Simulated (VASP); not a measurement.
Method: PBEsol GGA, VASP's PBE PAW potentials (set 64) (plane waves; VASP 6.6.1).

A VASP calculation is set up with these files.

POSCAR:
```
KTaO3
1.0
  3.9583212613   0.0000000000   0.0000000000
  0.0000000000   3.9583212613   0.0000000000
  0.0000000000   0.0000000000   3.9583212613
K Ta O
1 1 3
Cart
  0.0000000000   0.0000000000   0.0000000000
  1.9791606307   1.9791606307   1.9791606307
  1.9791606307   0.0000000000   1.9791606307
  0.0000000000   1.9791606307   1.9791606307
  1.9791606307   1.9791606307   0.0000000000
```

KPOINTS:
```
Automatic mesh
0
G
  6 6 6
```

### INCAR
```
# general
SYSTEM  = KTaO3
PREC    = Accurate
ENCUT   = 620
LREAL   = .FALSE.
LASPH   = .TRUE.

# electronic loop
EDIFF   = 1E-6
NELM    = 100
ALGO    = Normal
LMAXMIX = 6

# smearing
ISMEAR  = 0
SIGMA   = 0.05

# functional
GGA     = PS

# ions
IBRION  = 2
NSW     = 40
ISIF    = 3
EDIFFG  = -0.02
PSTRESS = 100

# output
LWAVE   = .FALSE.
LCHARG  = .FALSE.
```

POTCAR, in this order: K_sv Ta_pv O (PBE.64 set). Program: vasp_std.

What VASP printed:

File OSZICAR:
```
       N       E                     dE             d eps       ncg     rms          rms(c)
DAV:   1     0.365237719530E+03    0.36524E+03   -0.24013E+04   920   0.195E+03
DAV:   2    -0.304251899111E+02   -0.39566E+03   -0.38673E+03  1133   0.479E+02
DAV:   3    -0.501644730654E+02   -0.19739E+02   -0.19692E+02  1151   0.105E+02
DAV:   4    -0.506349263408E+02   -0.47045E+00   -0.47023E+00  1635   0.143E+01
DAV:   5    -0.506370419220E+02   -0.21156E-02   -0.21154E-02  1152   0.955E-01    0.374E+01
DAV:   6    -0.431409000119E+02    0.74961E+01   -0.38269E+01  1109   0.447E+01    0.154E+01
DAV:   7    -0.429735947155E+02    0.16731E+00   -0.20245E+00  1249   0.990E+00    0.959E+00
DAV:   8    -0.429108003695E+02    0.62794E-01   -0.31093E-01  1198   0.489E+00    0.118E+00
DAV:   9    -0.429048695549E+02    0.59308E-02   -0.23452E-02  1185   0.114E+00    0.206E-01
DAV:  10    -0.429042576544E+02    0.61190E-03   -0.64096E-03  1304   0.627E-01    0.538E-02
DAV:  11    -0.429042620323E+02   -0.43780E-05   -0.38164E-04  1261   0.165E-01    0.311E-02
DAV:  12    -0.429042803038E+02   -0.18271E-04   -0.40724E-05  1417   0.483E-02    0.868E-03
DAV:  13    -0.429042797159E+02    0.58787E-06   -0.60788E-06  1142   0.160E-02
   1 F= -.39033285E+02 E0= -.39033285E+02  d E =-.390333E+02
       N       E                     dE             d eps       ncg     rms          rms(c)
DAV:   1    -0.433184273856E+02   -0.41415E+00   -0.19885E+01  1025   0.437E+01    0.801E+00
DAV:   2    -0.427644760142E+02    0.55395E+00   -0.18622E+00  1067   0.103E+01    0.392E+00
DAV:   3    -0.426540658199E+02    0.11041E+00   -0.21831E-01  1302   0.456E+00    0.107E+00
DAV:   4    -0.426475967726E+02    0.64690E-02   -0.42605E-02  1358   0.150E+00    0.583E-01
DAV:   5    -0.426490848890E+02   -0.14881E-02   -0.67434E-03  1445   0.492E-01    0.105E-01
DAV:   6    -0.426490443185E+02    0.40571E-04   -0.88685E-04  1398   0.206E-01    0.630E-02
DAV:   7    -0.426491015049E+02   -0.57186E-04   -0.61598E-05  1453   0.643E-02    0.909E-03
DAV:   8    -0.426490998563E+02    0.16486E-05   -0.36920E-06  1087   0.186E-02    0.422E-03
DAV:   9    -0.426491007669E+02   -0.91059E-06   -0.32206E-07   719   0.600E-03
   2 F= -.38992708E+02 E0= -.38992708E+02  d E =0.405773E-01
       N       E                     dE             d eps       ncg     rms          rms(c)
DAV:   1    -0.431054928893E+02   -0.45639E+00   -0.78258E+00  1039   0.278E+01    0.509E+00
DAV:   2    -0.428920477251E+02    0.21345E+00   -0.73510E-01  1046   0.642E+00    0.250E+00
DAV:   3    -0.428479662450E+02    0.44081E-01   -0.76777E-02  1161   0.279E+00    0.910E-01
DAV:   4    -0.428439767208E+02    0.39895E-02   -0.25690E-02  1320   0.107E+00    0.497E-01
DAV:   5    -0.428444056157E+02   -0.42889E-03   -0.20437E-03  1415   0.268E-01    0.128E-01
DAV:   6    -0.428444543011E+02   -0.48685E-04   -0.52352E-04  1284   0.151E-01    0.374E-02
DAV:   7    -0.428444510127E+02    0.32885E-05   -0.36638E-05  1398   0.366E-02    0.113E-02
DAV:   8    -0.428444495647E+02    0.14479E-05   -0.22096E-06   964   0.107E-02    0.275E-03
DAV:   9    -0.428444499906E+02   -0.42582E-06   -0.17026E-07   607   0.346E-03
   3 F= -.39054234E+02 E0= -.39054234E+02  d E =-.209487E-01
```

**OUTCAR**
```
------------------------ aborting loop because EDIFF is reached ----------------------------------------
  FORCE on cell =-STRESS in cart. coord.  units (eV):
  Direction    XX          YY          ZZ          XY          YZ          ZX
  --------------------------------------------------------------------------------------
  Total        3.7717083      3.7717083      3.7717083     -0.0000000      0.0000000     -0.0000000
  in kB       99.5117025     99.5117025     99.5117025     -0.0000000      0.0000000     -0.0000000
  external PRESSURE =      -0.4882975 kB  Pullay stress =     100.0000000 kB
  volume of cell :       60.73
      direct lattice vectors                 reciprocal lattice vectors
     3.930593900  0.000000000 -0.000000000     0.254414479 -0.000000000 -0.000000000
     0.000000000  3.930593900  0.000000000    -0.000000000  0.254414479 -0.000000000
     0.000000000  0.000000000  3.930593900     0.000000000 -0.000000000  0.254414479
 POSITION                                       TOTAL-FORCE (eV/Angst)
 -----------------------------------------------------------------------------------
      0.00000      0.00000      0.00000         0.000000     -0.000000      0.000000
      1.96530      1.96530      1.96530        -0.000000     -0.000000      0.000000
      1.96530      0.00000      1.96530         0.000000      0.000000      0.000000
      0.00000      1.96530      1.96530        -0.000000      0.000000      0.000000
      1.96530      1.96530     -0.00000         0.000000     -0.000000      0.000000
 -----------------------------------------------------------------------------------
    total drift:                                0.000000     -0.000000     -0.000000
  FREE ENERGIE OF THE ION-ELECTRON SYSTEM (eV)
  ---------------------------------------------------
  free  energy   TOTEN  =       -42.8444499906 eV

  energy  without entropy=      -42.8444499906  energy(sigma->0) =      -42.84444999
  enthalpy is  TOTEN    =       -39.0542341260 eV   P V=        3.7902158646

 reached required accuracy - stopping structural energy minimisation
```
(Selected blocks of OUTCAR.)

**CONTCAR**
```
KTaO3
   1.00000000000000
     3.9305939000684407    0.0000000000000000   -0.0000000000000000
     0.0000000000000000    3.9305939000684407    0.0000000000000000
     0.0000000000000000    0.0000000000000000    3.9305939000684407
  K               Ta              O
     1     1     3
Direct
     0.0000000000000000    0.0000000000000000    0.0000000000000000
     0.5000000000000000    0.5000000000000000    0.5000000000000000
     0.5000000000000000    0.0000000000000000    0.5000000000000000
     0.0000000000000000    0.5000000000000000    0.5000000000000000
     0.5000000000000000    0.5000000000000000    0.0000000000000000
```

Energy and stress use the plane-wave basis of the starting cell.

The compound is KTaO3 in the cubic perovskite structure. This run relaxes it under an external pressure of 10 GPa. Symmetry was kept, so distortions that lower it aren't found.
